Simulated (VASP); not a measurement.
Input:

```
ZrB2
1.0
    1.58176    -2.73969     0.00000
    1.58176     2.73969     0.00000
    0.00000     0.00000     3.55048
Zr B
1 2
Cartesian
  0.00000   0.00000   0.00000
  1.58176   0.91323   1.77524
  1.58176  -0.91323   1.77524
```

Calculation: r2SCAN+rVV10, VASP's PBE PAW potentials (set 64) (plane waves; VASP). Settings: 520 eV cut-off, 12×12×10 Γ-centred mesh, tetrahedra with Blöchl corrections, potentials Zr_sv B.

The cores are frozen, which limits the accuracy of field gradients.

### Question
Give the principal components of the electric field gradient (V/Å²) and the asymmetry η at each nucleus.

### Answer

```tsv
atom	Vxx	Vyy	Vzz	η
Zr1	-19.9	-19.9	39.7	0.00
B2	-1.1	-1.1	2.2	0.00
B3	-1.1	-1.1	2.2	0.00
```

The compound is ZrB2 in the AlB2 type structure. It was relaxed first.
